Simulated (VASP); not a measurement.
**BAs (relaxed from the layer:h-BN structure): computed properties**

Calculation: r2SCAN meta-GGA, VASP's PBE PAW potentials (set 64) (plane waves; VASP).

```yaml
space_group: P-6m2 (187)
cell: a = 3.369 Å, b = 3.369 Å, c = 15.648 Å, α = 90.00°, β = 90.00°, γ = 120.00°
band gap (over mesh and band path): 0.98 eV
smallest direct gap (over mesh and band path): 0.98 eV
band_edge_character: direct, K to K
```

```
AsB
1.0
    3.36872     0.00000     0.00000
   -1.68436     2.91740     0.00000
    0.00000     0.00000    15.64764
B As
1 1
Direct
  0.66667   0.33333   0.50000
  0.33333   0.66667   0.50000
```

The cell holds vacuum, so volume and density refer to the whole cell. The cell holds a wide vacuum, so values per volume refer to the whole cell.

The cell is a sheet with vacuum, built from a generated structure.
